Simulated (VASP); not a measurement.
Method: RPBE GGA, VASP's PBE PAW potentials (set 64) (plane waves; VASP).

VASP ran on this input.

### INCAR
```
GGA = RP
ISMEAR = 0
LASPH = .True.   # aspherical one-centre terms
LWAVE = .False.
SIGMA = 0.05
EDIFF = 1E-6   # SCF stop (eV)
EDIFFG = -0.01   # ionic stop
NELM = 100
NSW = 60   # most ionic steps
LMAXMIX = 4   # l cut-off of mixed one-centre charges
PREC = Accurate
ENCUT = 520
ALGO = Normal
IBRION = 2
LREAL = .False.
LCHARG = .False.
SYSTEM = InP
ISIF = 3   # ions, shape and volume
```

File POSCAR:
```
InP
1
    0.0000000000     2.9350000000     2.9350000000
    2.9350000000     0.0000000000     2.9350000000
    2.9350000000     2.9350000000     0.0000000000
In P
1 1
Direct
  0.0000000000   0.0000000000   0.0000000000
  0.2500000000   0.2500000000   0.2500000000
```

File KPOINTS:
```
Automatic mesh
0
Gamma
7 7 7
0 0 0
```

POTCAR, in this order: In_d P (PBE.64 set). Program: vasp_std.

Energy and stress use the plane-wave basis of the starting cell. Unless said otherwise, spin-orbit coupling is left out, though it shifts the bands of the heavy elements here.

### Question
Predict the energy per atom (σ→0), volume per atom, band gap (on the k-mesh).

### Answer

| Quantity | Result |
|---|---|
| energy per atom (σ→0) | -3.875 eV/atom |
| band gap (on the k-mesh) | 0.42 eV |
| volume per atom | 27.20 Å³/atom |

File OSZICAR:
```
...
DAV:   3    -0.775028381683E+01    0.25089E-01   -0.76261E-02   665   0.623E+00    0.574E-01
DAV:   4    -0.775018956233E+01    0.94254E-04   -0.29870E-03   568   0.560E-01    0.416E-01
DAV:   5    -0.774997141891E+01    0.21814E-03   -0.49644E-04   661   0.237E-01    0.127E-01
DAV:   6    -0.775002014885E+01   -0.48730E-04   -0.20540E-04   795   0.187E-01    0.421E-02
DAV:   7    -0.775000551705E+01    0.14632E-04   -0.20762E-05   594   0.586E-02    0.831E-03
DAV:   8    -0.775000412817E+01    0.13889E-05   -0.12980E-06   451   0.954E-03    0.181E-03
DAV:   9    -0.775000449753E+01   -0.36936E-06   -0.85255E-07   412   0.684E-03
   3 F= -.77500045E+01 E0= -.77500045E+01  d E =-.530351E-01
```

The compound is InP in the zinc blende structure. This run relaxes it. Symmetry was kept, so distortions that lower it aren't found.
